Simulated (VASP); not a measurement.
Consider the following.

```xyz
2
Lattice="0.0000 2.6365 2.6365 2.6365 0.0000 2.6365 2.6365 2.6365 0.0000" Properties=species:S:1:pos:R:3 pbc="T T T"
Mg     0.0000     0.0000     0.0000
Se     2.6365     2.6365     2.6365
```

All values below come from LDA (Ceperley-Alder, Perdew-Zunger), VASP's LDA PAW potentials (set 64) (plane waves; VASP 6.6.1). Run with 500 eV cut-off, 9×9×9 Γ-centred mesh, Gaussian smearing of 0.050 eV, potentials Mg Se.

Energy and stress use the plane-wave basis of the starting cell.

The ions, cell shape and volume at an external pressure of 10.0 GPa are relaxed. Give the cell that the relaxation ends in.

```xyz
2
Lattice="0.0000 2.5931 2.5931 2.5931 0.0000 2.5931 2.5931 2.5931 0.0000" Properties=species:S:1:pos:R:3 pbc="T T T"
Mg     0.0000     0.0000     0.0000
Se     2.5931     2.5931     2.5931
```
Space group Fm-3m (225), at a tolerance of 0.03 Å.

How do energy and volume change from the first to the last step?

The energy (σ→0) changes by +41.1 meV/atom and the volume by -4.9 %, in 3 ionic steps.

The compound is MgSe in the rock salt structure. This run relaxes it under an external pressure of 10 GPa. Symmetry was kept, so distortions that lower it aren't found.
